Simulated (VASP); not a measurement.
## Al: a series in a change of volume

How do stress and energy of Al follow a change of volume?

Method: r2SCAN; plane waves and PAW (Al), in the first sound run; inputs show where later runs differ, in VASP 6.6.1.

This is a report of a sequence of runs, with most program output left out.

## Step 1: The structure

The structure is cubic, space group Fm-3m (No. 225). Conventional cell: a = 4.050 Å, b = 4.050 Å, c = 4.050 Å, α = 90.00°, β = 90.00°, γ = 90.00°. Al has 12 Al at 2.86 Å nearest.

## Step 2: Relax the crystal, r2SCAN

The series starts from the cell that this level prefers, so that zero strain is near zero stress.

This step took 2 runs in a row; the last is shown.

Level: r2SCAN; plane waves and PAW (Al).

The input, INCAR:

```
SYSTEM = Al
PREC = Accurate
ENCUT = 450
EDIFF = 1E-07
NELM = 120
ISMEAR = 1
SIGMA = 0.15
LREAL = .FALSE.
ALGO = Normal
METAGGA = R2SCAN
LASPH = .TRUE.
NBANDS = 7
LORBIT = 11
LWAVE = .FALSE.
LCHARG = .FALSE.
KPAR = 8
IBRION = 2
NSW = 40
ISIF = 3
EDIFFG = -0.005
POTIM = 0.4
```

The input, POSCAR:

```
Al
1.0
    0.0000000000      1.9938882956      1.9938882956
    1.9938882956      0.0000000000      1.9938882956
    1.9938882956      1.9938882956      0.0000000000
Al
1
Direct
    0.0000000000      0.0000000000      0.0000000000
```

The input, KPOINTS:

```
Automatic mesh
0
Gamma
25 25 25
0 0 0
```

PAW data sets: Al (PBE family, release 64).

On the command line:

```
$ mpirun -np 8 vasp_std
```

It took 29 s on 8 MPI ranks of AMD EPYC 7R43, shared host; peak memory 0.9 GiB; 3.5 min of CPU time.

Read from the output:

```
energy(sigma→0) of the program : -6.7386 eV
stress, compression positive   : xx, yy, zz 0.04, 0.04, 0.04 GPa
volume                         : 15.854 Å³
ionic steps                    : 1
```

## Step 3: Relax at fixed volume, r2SCAN

One member in full: the volume is scaled by 0.94, and the cell is held.

Level: r2SCAN; plane waves and PAW (Al).

Changes to INCAR since step 2:

```diff
@@ -15,7 +15,8 @@
 LCHARG = .FALSE.
-KPAR = 8
+KPAR = 2
 IBRION = 2
 NSW = 40
-ISIF = 3
-EDIFFG = -0.005
+ISIF = 2
+EDIFFG = -0.004
 POTIM = 0.4
+MAXMIX = 40
```

The input, POSCAR:

```
Al
1.0
    0.0000000000      1.9531852767      1.9531852767
    1.9531852767      0.0000000000      1.9531852767
    1.9531852767      1.9531852767      0.0000000000
Al
1
Direct
    0.0000000000      0.0000000000      0.0000000000
```

KPOINTS is that of step 2.

On the command line:

```
$ mpirun -np 2 vasp_std
```

It took 1.7 min on 2 MPI ranks; peak memory 0.2 GiB.

Numbers from this step:

- energy(sigma→0) of the program: -6.7201 eV
- stress, compression positive: xx, yy, zz 6.60, 6.60, 6.60 GPa
- ionic steps: 1

## Step 4: The table

The other members went through these steps as far as the tables show, with the same cutoff and, step by step, the same mesh; 9 runs are not shown. The session took 0.65 core hours (wall time by ranks) on a shared machine.

| volume over the relaxed volume | volume (Å³/atom) | pressure (GPa) | energy above the unstrained row, extrapolated to no smearing (meV/atom) |
| --- | --- | --- | --- |
| 0.940 | 14.902 | 6.595 | 18.501 |
| 0.960 | 15.220 | 4.165 | 7.940 |
| 0.980 | 15.537 | 1.988 | 1.935 |
| 0.990 | 15.695 | 0.985 | 0.487 |
| 1 | 15.854 | 0.036 | 0.000 |
| 1.010 | 16.012 | -0.863 | 0.422 |
| 1.020 | 16.171 | -1.714 | 1.708 |
| 1.040 | 16.488 | ? | ? |
| 1.060 | 16.805 | -4.704 | 14.622 |

## Step 5: Stress from the known rows

Fitting a cubic to the 8 known rows (u: logarithm of the volume ratio) gives pressure = − 263.5 u³ + 204.3 u² − 92.35 u + 0.03604 in GPa; the residuals are 1.6e-4 GPa r.m.s.

For the withheld row, u = 0.03922, the fit gives -3.288 GPa.

## Step 6: The withheld row

The calculation gives -3.289 GPa, so the prediction is 0.001 GPa too high.

A cubic of the pressure in ln(V/V₀) through all rows has the slope −B at V₀: B = 92 GPa, and its curvature gives B′ = 4.4.

## Step 7: What came out

* error of the predicted pressure: 0.001 GPa
* bulk modulus: 92 GPa

In words: These are static values: temperature and zero-point motion are left out. In a metal the slopes also depend on mesh and smearing, which were held through the series.

[Lines on the potential files, build, host, timing and source positions are cut from VASP's logs without a mark.]

[Logs are printed without paths, hosts, clocks, repeated set-up lines and the standing remarks that a program may print on its own settings, such as how far it seeks lower states.]

[Hosts, paths, dates, database ids (printed as entryN), source tags and the programs' standing remarks are cut or masked in the printed files.]

[In band tables of VASP the shares of atoms and orbitals are scaled to a sum of 1 inside the atoms' spheres.]
